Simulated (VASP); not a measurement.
# InSbO2 (P6_3/mmc) in VASP: density of states with PBE

Aim: the density of states of InSbO2 with PBE.

Everything below comes from runs of VASP 6.6.1. Logs are shortened: lines on timing, memory, paths and dates and some standing lists are left out, and cuts for length are marked.

## 1. Starting point

The structure is hexagonal, space group P6_3/mmc (No. 194). The conventional cell has a = 3.343 Å, b = 3.343 Å, c = 13.619 Å, α = 90.00°, β = 90.00°, γ = 120.00°. In (site symmetry -3m) has 6 O at 2.23 Å as nearest neighbours. Sb (site symmetry -6m2) has 2 O at 2.29 Å as nearest neighbours. Around O (site symmetry 3m) lie 3 In at 2.23 Å and 1 Sb at 2.29 Å.

The cell was built by a generator and needn't be a form met in nature.

## 2. Density of states, PBE

POSCAR

```
InSbO2                                  
1.0
    3.3425486478      0.0000000000      0.0000000000
   -1.6712743239      2.8947320411      0.0000000000
    0.0000000000      0.0000000000     13.6190574420
  In              Sb              O             
     2     2     4
Direct
     0.0000000000000000    0.0000000000000000    0.0000000000000000
     0.0000000000000000    0.0000000000000000    0.5000000000000000
     0.3333333300000021    0.6666666699999979    0.2500000000000000
     0.6666666699999979    0.3333333300000021    0.7500000000000000
     0.3333333300000021    0.6666666699999979    0.0818714959304359
     0.6666666699999979    0.3333333300000021    0.5818714959304359
     0.3333333300000021    0.6666666699999979    0.4181285040695641
     0.6666666699999979    0.3333333300000021    0.9181285040695641
```

INCAR.step1

```
  PREC = Accurate
  ENCUT = 520
  EDIFF = 1E-6
  ISMEAR = 0
  SIGMA = 0.1
  LREAL = False
  LASPH = True
  NELM = 100
  ALGO = Fast
  ISIF = 2
  LWAVE = False
  LCHARG = True
  GGA = PE
  NBANDS = 40
  KPAR = 4
```

KPOINTS.step1

```
regular mesh
0
Gamma
  10 10 4
```

INCAR.step2

```
  PREC = Accurate
  ENCUT = 520
  EDIFF = 1E-6
  ISMEAR = -5
  SIGMA = 0.1
  LREAL = False
  LASPH = True
  NELM = 100
  ALGO = Fast
  ISIF = 2
  LWAVE = False
  LCHARG = False
  GGA = PE
  LORBIT = 10
  NBANDS = 40
  KPAR = 4
  NEDOS = 2001
  ICHARG = 11
```

KPOINTS.step2

```
regular mesh
0
Gamma
  15 15 6
```

Potentials or basis: VASP PAW PBE potentials, release 64 (In_d, Sb, O).

Launch:

```console
cat potpaw_PBE.64/In_d/POTCAR potpaw_PBE.64/Sb/POTCAR potpaw_PBE.64/O/POTCAR > POTCAR
cp INCAR.step1 INCAR
cp KPOINTS.step1 KPOINTS
mpirun -np 4 vasp_std > vasp.out
cp INCAR.step2 INCAR
cp KPOINTS.step2 KPOINTS
mpirun -np 4 vasp_std > vasp.out
```

OUTCAR:

```text
PREC = Accurate
   ENCUT = 520
   EDIFF = 1E-6
   ISMEAR = -5
   LREAL = False
   LASPH = True
   NELM = 100
   ISIF = 2
   GGA = PE
   LORBIT = 10
   ICHARG = 11

 ion  position               nearest neighbor table
   1  0.000  0.000  0.000-   5 2.23   8 2.23   5 2.23   8 2.23   8 2.23   5 2.23
   2  0.000  0.000  0.500-   6 2.23   7 2.23   7 2.23   6 2.23   6 2.23   7 2.23
   3  0.333  0.667  0.250-   5 2.29   7 2.29
   4  0.667  0.333  0.750-   6 2.29   8 2.29
   5  0.333  0.667  0.082-   1 2.23   1 2.23   1 2.23   3 2.29
   6  0.667  0.333  0.582-   2 2.23   2 2.23   2 2.23   4 2.29
   7  0.333  0.667  0.418-   2 2.23   2 2.23   2 2.23   3 2.29
   8  0.667  0.333  0.918-   1 2.23   1 2.23   1 2.23   4 2.29

  LATTYP: Found a hexagonal cell.
 ALAT       =     3.3425486478
 C/A-ratio  =     4.0744530228

  Lattice vectors:

 A1 = (   3.3425486478,   0.0000000000,   0.0000000000)
 A2 = (  -1.6712743239,   2.8947320411,   0.0000000000)
 A3 = (   0.0000000000,   0.0000000000,  13.6190574420)

Analysis of symmetry for initial positions (statically):
=====================================================================
 Subroutine PRICEL returns:
 Original cell was already a primitive cell.

 Routine SETGRP: Setting up the symmetry group for a
 hexagonal supercell.

 Subroutine GETGRP returns: Found 24 space group operations
 (whereof 12 operations were pure point group operations)
 out of a pool of 24 trial point group operations.

The static configuration has the point symmetry D_3d.
 The point group associated with its full space group is D_6h.

Analysis of symmetry for dynamics (positions and initial velocities):
=====================================================================
 Subroutine PRICEL returns:
 Original cell was already a primitive cell.

 Routine SETGRP: Setting up the symmetry group for a
 hexagonal supercell.

 Subroutine GETGRP returns: Found 24 space group operations
 (whereof 12 operations were pure point group operations)
 out of a pool of 24 trial point group operations.

The dynamic configuration has the point symmetry D_3d.
 The point group associated with its full space group is D_6h.

 Subroutine INISYM returns: Found 24 space group operations
 (whereof 12 operations are pure point group operations),
 and found     1 'primitive' translations

----------------------------------------------------------------------------------------

                                     Primitive cell

  volume of cell :     131.7750

  direct lattice vectors                    reciprocal lattice vectors
     3.342548648  0.000000000  0.000000000     0.299172908  0.172727559  0.000000000
    -1.671274324  2.894732041  0.000000000     0.000000000  0.345455118  0.000000000
     0.000000000  0.000000000 13.619057442     0.000000000  0.000000000  0.073426520

  length of vectors
     3.342548648  3.342548647 13.619057442     0.345455118  0.345455118  0.073426520

  position of ions in fractional coordinates (direct lattice)
     0.000000000  0.000000000  0.000000000
     0.000000000  0.000000000  0.500000000
     0.333333330  0.666666670  0.250000000
     0.666666670  0.333333330  0.750000000
     0.333333330  0.666666670  0.081871496
     0.666666670  0.333333330  0.581871496
     0.333333330  0.666666670  0.418128504
     0.666666670  0.333333330  0.918128504

  ion indices of the primitive-cell ions
   primitive index   ion index
                 1           1
                 2           2
                 3           3
                 4           4
                 5           5
                 6           6
                 7           7
                 8           8

----------------------------------------------------------------------------------------

 KPOINTS: regular mesh

Automatic generation of k-mesh.
 Grid dimensions read from file:
 generate k-points for:   15   15    6

 Generating k-lattice:

  Cartesian coordinates                     Fractional coordinates (reciprocal lattice)
     0.019944861  0.011515171  0.000000000     0.066666667 -0.000000000  0.000000000
     0.000000000  0.023030341  0.000000000     0.000000000  0.066666667  0.000000000
     0.000000000  0.000000000  0.012237753     0.000000000  0.000000000  0.166666667

  Length of vectors
     0.023030341  0.023030341  0.012237753

  Shift w.r.t. Gamma in fractional coordinates (k-lattice)
     0.000000000  0.000000000  0.000000000

 TETIRR: Found   1374 inequivalent tetrahedra from     8100

 Subroutine IBZKPT returns following result:
 ===========================================

 Found    108 irreducible k-points:

 Following reciprocal coordinates:
            Coordinates               Weight
  0.000000  0.000000  0.000000      1.000000
  0.066667  0.000000  0.000000      6.000000
  0.133333 -0.000000  0.000000      6.000000
  0.200000  0.000000  0.000000      6.000000
  0.266667 -0.000000  0.000000      6.000000
  0.333333  0.000000  0.000000      6.000000
[... 16 lines left out ...]
  0.333333  0.200000  0.000000     12.000000
  0.400000  0.200000  0.000000      6.000000
 [... further k-points ...]
   k-points           NKPTS =    108   k-points in BZ     NKDIM =    108   number of bands    NBANDS=     40
   number of dos      NEDOS =   2001   number of ions     NIONS =      8
   total plane-waves  NPLWV =  84672
   dimension x,y,z NGX =    28 NGY =   28 NGZ =  108
   dimension x,y,z NGXF=    56 NGYF=   56 NGZF=  216
   ions per type =               2   2   4
   NGX,Y,Z   is equivalent  to a cutoff of  13.93, 13.93, 13.18 a.u.
   NGXF,Y,Z  is equivalent  to a cutoff of  27.85, 27.85, 26.37 a.u.
 SYSTEM =  unknown system
   PREC   = accura    normal or accurate (medium, high low for compatibility)
   ISTART =      0    job   : 0-new  1-cont  2-samecut
   ICHARG =     11    charge: 1-file 2-atom 10-const
   ISPIN  =      1    spin polarized calculation?
   LNONCOLLINEAR =      F non collinear calculations
   LSORBIT =      F    spin-orbit coupling
   LASPH  =      T    aspherical Exc in radial PAW
   ENCUT  =  520.0 eV  38.22 Ry    6.18 a.u.   6.21  6.21 25.32*2*pi/ulx,y,z
   NELM   =    100;   NELMIN=  2; NELMDL=  0     # of ELM steps
   EDIFF  = 0.1E-05   stopping-criterion for ELM
   LREAL  =      F    real-space projection
   EDIFFG = 0.1E-04   stopping-criterion for IOM
   NSW    =      0    number of steps for IOM
   IBRION =     -1    ionic relax: 0-MD 1-quasi-New 2-CG
   NFREE  =      0    steps in history (QN), initial steepest desc. (CG)
   ISIF   =      2    stress and relaxation
   ISYM   =      2    0-nonsym 1-usesym 2-fastsym
   POTIM  = 0.5000    time-step for ionic-motion
   TEBEG  =    0.0;   TEEND  =   0.0 temperature during run
   PSTRESS=    0.0 pullay stress
   NELECT =      60.0000    total number of electrons
   NUPDOWN=      -1.0000    fix difference up-down
   EMIN   =  10.00;   EMAX   =-10.00  energy-range for DOS
   EFERMI =   0.00;   METHOD = LEGACY
   ISMEAR =    -5;   SIGMA  =   0.10  broadening in eV -4-tet -1-fermi 0-gaus
   EFERMI_NEDOS =   21; number of points for ismear=-14 and -15
   IALGO  =     68    algorithm
   IMIX   =      4    mixing-type and parameters
     AMIX     =   0.40;   BMIX     =  1.00
     AMIX_MAG =   1.60;   BMIX_MAG =  1.00
  volume/ion in A,a.u.               =      16.47       111.16
  Fermi-wavevector in a.u.,A,eV,Ry     =   1.259450  2.380015 21.581749  1.586214
  Thomas-Fermi vector in A             =   2.393009
   LORBIT       =     10    0 simple, 1 ext, 2 COOP (PROOUT), +10 PAW based schemes
   GGA     = PE    functional components
   LHFCALC =     F    Hartree Fock is set to
   AEXX    =    0.0000 exact exchange contribution
   IVDW    =     0    specifies the selected vdW correction
   LEPSILON=     F    determine dielectric tensor
   LRPA    =     F    only Hartree local field effects (RPA)
 non-spin polarized calculation
 RMM-DIIS sequential band-by-band and
 Fermi weights with tetrahedron method with Bloechl corrections
  energy-cutoff  :      520.00
  volume of cell :      131.78
 maximum number of plane-waves:      3578
 NGX is ok and might be reduce to    28

 number of electron      59.9999998 magnetization

 Free energy of the ion-electron system (eV)
  ---------------------------------------------------
  ext. energy  EPLUGINS =         0.00000000
  ---------------------------------------------------
  free energy    TOTEN  =       -42.69444863 eV

  energy without entropy =      -42.69444863  energy(sigma->0) =      -42.69444863

 E-fermi :   7.5586     XC(G=0): -10.4551

 val. band max:        7.5501540451   @ k =   0.2667  -0.0000   0.0000
 cond. band min:       7.5406769836   @ k =   0.0667   0.0667   0.5000
 fundamental gap:     -0.0094770615
 Fermi energy:         7.5585912724

 k-point     1 :       0.0000    0.0000    0.0000
  band No.  band energies     occupation
      1     -12.2457      2.00000
      2     -12.2153      2.00000
      3     -11.2943      2.00000
      4     -11.2399      2.00000
      5      -7.3333      2.00000
      6      -7.3333      2.00000
[... 32 lines left out ...]
     39      16.8601      0.00000
     40      16.9043      0.00000

 k-point     2 :       0.0667    0.0000    0.0000
  band No.  band energies     occupation
      1     -12.2169      2.00000
      2     -12.1869      2.00000
      3     -11.3114      2.00000
      4     -11.2599      2.00000
      5      -7.3198      2.00000
      6      -7.3196      2.00000
[... 32 lines left out ...]
     39      16.2766      0.00000
     40      16.7863      0.00000

 k-point     3 :       0.1333   -0.0000    0.0000
  band No.  band energies     occupation
      1     -12.1345      2.00000
      2     -12.1061      2.00000
      3     -11.3579      2.00000
      4     -11.3138      2.00000
      5      -7.2833      2.00000
      6      -7.2831      2.00000
[... 32 lines left out ...]
     39      15.4455      0.00000
     40      15.8047      0.00000

 k-point     4 :       0.2000    0.0000    0.0000
  band No.  band energies     occupation
      1     -12.0124      2.00000
      2     -11.9868      2.00000
      3     -11.4213      2.00000
      4     -11.3864      2.00000
      5      -7.2369      2.00000
      6      -7.2366      2.00000
[... 32 lines left out ...]
     39      14.8119      0.00000
     40      15.0625      0.00000
[... 772 lines left out ...]
     39      14.2726      0.00000
     40      14.6388      0.00000

 k-point    23 :       0.3333    0.2000    0.0000
  band No.  band energies     occupation
      1     -11.6536      2.00000
      2     -11.6434      2.00000
      3     -11.5044      2.00000
      4     -11.4926      2.00000
      5      -7.1835      2.00000
      6      -7.1823      2.00000
[... 32 lines left out ...]
     39      13.8374      0.00000
     40      15.0401      0.00000

 k-point    24 :       0.4000    0.2000    0.0000
  band No.  band energies     occupation
      1     -11.6624      2.00000
      2     -11.6532      2.00000
      3     -11.4798      2.00000
      4     -11.4689      2.00000
      5      -7.1880      2.00000
      6      -7.1869      2.00000
[... 32 lines left out ...]
     39      13.8070      0.00000
     40      14.9157      0.00000

 [... further k-points ...]

------------------------ aborting loop because EDIFF is reached ----------------------------------------

  FORCE on cell =-STRESS in cart. coord.  units (eV):
  Direction    XX          YY          ZZ          XY          YZ          ZX
  --------------------------------------------------------------------------------------
  -------------------------------------------------------------------------------------
  Total        1.1678942      1.1678942      0.9447032     -0.0000000     -0.0000000      0.0000000
  in kB       14.1997581     14.1997580     11.4861062     -0.0000000     -0.0000000      0.0000000
  external PRESSURE =      13.2952074 kB  Pullay stress =       0.0000000 kB

 VOLUME and BASIS-vectors are now :
 -----------------------------------------------------------------------------
  energy-cutoff  :      520.00
  volume of cell :      131.78
      direct lattice vectors                 reciprocal lattice vectors
     3.342548648  0.000000000  0.000000000     0.299172908  0.172727559  0.000000000
    -1.671274324  2.894732041  0.000000000     0.000000000  0.345455118  0.000000000
     0.000000000  0.000000000 13.619057442     0.000000000  0.000000000  0.073426520

 POSITION                                       TOTAL-FORCE (eV/Angst)
 -----------------------------------------------------------------------------------
      0.00000      0.00000      0.00000         0.000000      0.000000      0.000000
      0.00000      0.00000      6.80953         0.000000      0.000000      0.000000
     -0.00000      1.92982      3.40476         0.000000      0.000000      0.000000
      1.67127      0.96491     10.21429         0.000000      0.000000      0.000000
     -0.00000      1.92982      1.11501         0.000000      0.000000      0.016500
      1.67127      0.96491      7.92454        -0.000000     -0.000000      0.016500
     -0.00000      1.92982      5.69452         0.000000      0.000000     -0.016500
      1.67127      0.96491     12.50404        -0.000000     -0.000000     -0.016500
 -----------------------------------------------------------------------------------
    total drift:                               -0.000000      0.000000      0.000000

  FREE ENERGIE OF THE ION-ELECTRON SYSTEM (eV)
  ---------------------------------------------------
  free  energy   TOTEN  =       -42.6944486272 eV

  energy  without entropy=      -42.6944486272  energy(sigma->0) =      -42.69444863

 total charge

# of ion       s       p       d       tot
------------------------------------------
    1        0.665   0.596  10.034  11.295
    2        0.665   0.596  10.034  11.295
    3        1.282   0.938   0.056   2.276
    4        1.282   0.938   0.056   2.276
    5        1.578   3.395   0.000   4.973
    6        1.578   3.395   0.000   4.973
    7        1.578   3.395   0.000   4.973
    8        1.578   3.395   0.000   4.973
--------------------------------------------------
tot         10.205  16.645  20.181  47.032
```

Wall time 2.8 min (4 MPI ranks of AMD EPYC 9R45 (Zen 5), shared host); peak memory 0.58 GiB.

Results:

| Property | Result |
| --- | --- |
| Valence electrons inside the program's atomic spheres | In 11.29; Sb 2.28; O 4.97 |

States per cell in windows of 0.5 eV (zero at the Fermi level; states under -8 eV left out):
```
from (eV)  total  O5_p  O6_p  O7_p  O8_p  Sb3_p  Sb4_p
     -8.0   0.00  0.00  0.00  0.00  0.00   0.00   0.00
     -7.5   2.54  0.22  0.22  0.22  0.22   0.03   0.03
     -7.0   1.18  0.10  0.10  0.10  0.10   0.02   0.02
     -6.5   1.30  0.14  0.14  0.14  0.14   0.03   0.03
     -6.0   1.65  0.18  0.18  0.18  0.18   0.03   0.03
     -5.5   2.50  0.30  0.30  0.30  0.30   0.07   0.07
     -5.0   3.30  0.43  0.43  0.43  0.43   0.07   0.07
     -4.5   2.46  0.34  0.34  0.34  0.34   0.04   0.04
     -4.0   3.30  0.45  0.45  0.45  0.45   0.08   0.08
     -3.5   3.68  0.51  0.51  0.51  0.51   0.11   0.11
     -3.0   2.60  0.36  0.36  0.36  0.36   0.07   0.07
     -2.5   1.12  0.12  0.12  0.12  0.12   0.05   0.05
     -2.0   0.60  0.04  0.04  0.04  0.04   0.06   0.06
     -1.5   0.59  0.02  0.02  0.02  0.02   0.08   0.08
     -1.0   0.54  0.02  0.02  0.02  0.02   0.07   0.07
     -0.5   0.60  0.02  0.02  0.02  0.02   0.08   0.08
      0.0   0.78  0.02  0.02  0.02  0.02   0.10   0.10
      0.5   0.59  0.02  0.02  0.02  0.02   0.08   0.08
      1.0   0.81  0.03  0.03  0.03  0.03   0.11   0.11
      1.5   1.24  0.04  0.04  0.04  0.04   0.18   0.18
      2.0   1.37  0.05  0.05  0.05  0.05   0.19   0.19
      2.5   1.84  0.08  0.08  0.08  0.08   0.20   0.20
      3.0   2.03  0.12  0.12  0.12  0.12   0.16   0.16
      3.5   2.15  0.13  0.13  0.13  0.13   0.16   0.16
      4.0   1.11  0.04  0.04  0.04  0.04   0.14   0.14
      4.5   0.56  0.01  0.01  0.01  0.01   0.08   0.08
      5.0   0.64  0.02  0.02  0.02  0.02   0.02   0.02
      5.5   1.70  0.06  0.06  0.06  0.06   0.04   0.04
      6.0   1.74  0.06  0.06  0.06  0.06   0.06   0.06
      6.5   1.31  0.05  0.05  0.05  0.05   0.04   0.04
      7.0   1.51  0.06  0.06  0.06  0.06   0.04   0.04
      7.5   0.30  0.00  0.00  0.00  0.00   0.01   0.01
```

Caveat: tetrahedron occupations give inexact forces and stress in metals. Spin-orbit coupling is left out, which matters for the levels of Sb.
